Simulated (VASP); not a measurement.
Data:

```
CELL_PARAMETERS angstrom
      1.49403    -2.58774     0.00000
      1.49403     2.58774     0.00000
      0.00000     0.00000     4.72314
ATOMIC_POSITIONS crystal
  Al 0.66667 0.33333 0.49802
  Al 0.33333 0.66667 0.99802
  N  0.66667 0.33333 0.88398
  N  0.33333 0.66667 0.38398
```

These are LDA (Ceperley-Alder, Perdew-Zunger), VASP's LDA PAW potentials (set 64) (plane waves; VASP 6.6.1) values and carry that method's errors. Numerical set-up: 620 eV cut-off, 9×9×5 Γ-centred mesh, Gaussian smearing of 0.050 eV, potentials Al N.

Problem. Estimate the energy per atom (σ→0), pressure, band gap (on the k-mesh) with the smallest direct gap where there is one.

Solution. 
| Property | Result |
|---|---|
| band gap (on the k-mesh) | 4.90 eV |
| smallest direct gap (on the k-mesh) | 5.36 eV |
| energy per atom (σ→0) | -8.115 eV/atom |
| pressure | 29.95 GPa |

Total energies compare only between runs with the same potentials, cut-off and functional.

The compound is AlN in the wurtzite structure. It was relaxed first under an external pressure of 30 GPa.
